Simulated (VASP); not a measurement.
# PtAu (space group R-3m): computed properties

The numbers are results of LDA (Ceperley-Alder, Perdew-Zunger), VASP's LDA PAW potentials (set 64) (plane waves; VASP), not measurements.

For PtAu, the space group is R-3m (166). The cell is a = b = 2.7918 Å, c = 13.8943 Å, α = β = 90.00°, γ = 120.00° and the volume per atom comes out as 15.63 Å³/atom. The band gap (over mesh and band path) is none (metal, semimetal or under 0.01 eV) and the density comes out as 20.82 g/cm³.

AuPt is taken in the trigonal space group R-3m, hexagonal axes (No. 166), Pearson symbol hR2. Conventional cell: a = 2.792 Å, b = 2.792 Å, c = 13.894 Å, α = 90.00°, β = 90.00°, γ = 120.00°. Pt on 3b sees 6 Pt at 2.792 Å and 6 Au at 2.821 Å (cuboctahedral). Au on 3a is surrounded by 6 Au at 2.792 Å and 6 Pt at 2.821 Å (cuboctahedral). (Neighbours: up to the widest gap in distance over summed covalent radii, below 1.35, at either atom.)
(The calculation used a cell of 2 atoms; values per cell refer to that cell.)

Unless said otherwise, spin-orbit coupling is left out, though it shifts the bands of the heavy elements here.

The structure comes from a computed database's PtAu entry (R-3m); how it stands against other phases isn't given here. It was relaxed first. Symmetry was kept, so distortions that lower it aren't found. The electron count is odd and the run is not spin-polarised, which forces a metal.
